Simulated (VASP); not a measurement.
OSZICAR of a VASP run on AuZn (CsCl type):

**OSZICAR**
```
       N       E                     dE             d eps       ncg     rms          rms(c)
DAV:   1     0.118549726044E+03    0.11855E+03   -0.11013E+04  2568   0.187E+03
DAV:   2    -0.661953603711E+01   -0.12517E+03   -0.12142E+03  2604   0.325E+02
DAV:   3    -0.107145809356E+02   -0.40950E+01   -0.40742E+01  3059   0.659E+01
DAV:   4    -0.107364120295E+02   -0.21831E-01   -0.21827E-01  2947   0.414E+00
DAV:   5    -0.107365873080E+02   -0.17528E-03   -0.17528E-03  3164   0.389E-01    0.160E+01
DAV:   6     0.123734446120E+02    0.23110E+02   -0.33390E+01  2835   0.993E+01    0.675E+00
DAV:   7     0.121373158016E+02   -0.23613E+00   -0.10131E+00  2940   0.216E+01    0.429E+00
DAV:   8     0.122411116160E+02    0.10380E+00   -0.12555E+00  2555   0.136E+01    0.166E+00
DAV:   9     0.122289149086E+02   -0.12197E-01   -0.22847E-01  2940   0.891E+00    0.458E-01
DAV:  10     0.122296743440E+02    0.75944E-03   -0.18897E-02  2772   0.245E+00    0.217E-01
DAV:  11     0.122273964712E+02   -0.22779E-02   -0.31408E-03  3280   0.154E+00    0.209E-01
DAV:  12     0.122274028265E+02    0.63553E-05   -0.12404E-03  2939   0.601E-01    0.816E-02
DAV:  13     0.122275809636E+02    0.17814E-03   -0.25869E-04  2667   0.192E-01    0.262E-02
DAV:  14     0.122274375775E+02   -0.14339E-03   -0.14379E-04  2632   0.187E-01    0.129E-02
DAV:  15     0.122274678775E+02    0.30300E-04   -0.21364E-05  2730   0.569E-02    0.215E-03
DAV:  16     0.122274668169E+02   -0.10606E-05   -0.47307E-07  2772   0.749E-03    0.281E-03
DAV:  17     0.122274639811E+02   -0.28359E-05   -0.80114E-07  2793   0.119E-02    0.645E-04
DAV:  18     0.122274642421E+02    0.26100E-06   -0.69932E-08  1401   0.454E-03    0.232E-04
DAV:  19     0.122274639178E+02   -0.32428E-06   -0.11188E-08  1358   0.138E-03    0.177E-04
DAV:  20     0.122274638058E+02   -0.11195E-06   -0.13669E-09  1358   0.580E-04    0.208E-04
DAV:  21     0.122274636272E+02   -0.17860E-06   -0.12008E-09  1344   0.451E-04    0.123E-04
DAV:  22     0.122274634797E+02   -0.14749E-06   -0.69776E-10  1351   0.372E-04    0.137E-04
DAV:  23     0.122274635072E+02    0.27439E-07   -0.31510E-10  1316   0.265E-04
   1 F= 0.12227464E+02 E0= 0.12227614E+02  d E =-.451890E-03
```

Question: Which electronic solver shows in the log?

Answer: It is blocked Davidson (ALGO = Normal, or the opening steps of other solvers). The INCAR had ALGO = Normal.

Question: Can the final energy be trusted as converged?

Answer: The run converged. It stopped with EDIFF = 1E-7, NELM = 100 (MS2 meta-GGA, plane waves, VASP's PBE PAW potentials (set 64)).

The compound is AuZn in the CsCl type structure. It was relaxed first. The electron count is odd and the run is not spin-polarised, which forces a metal.
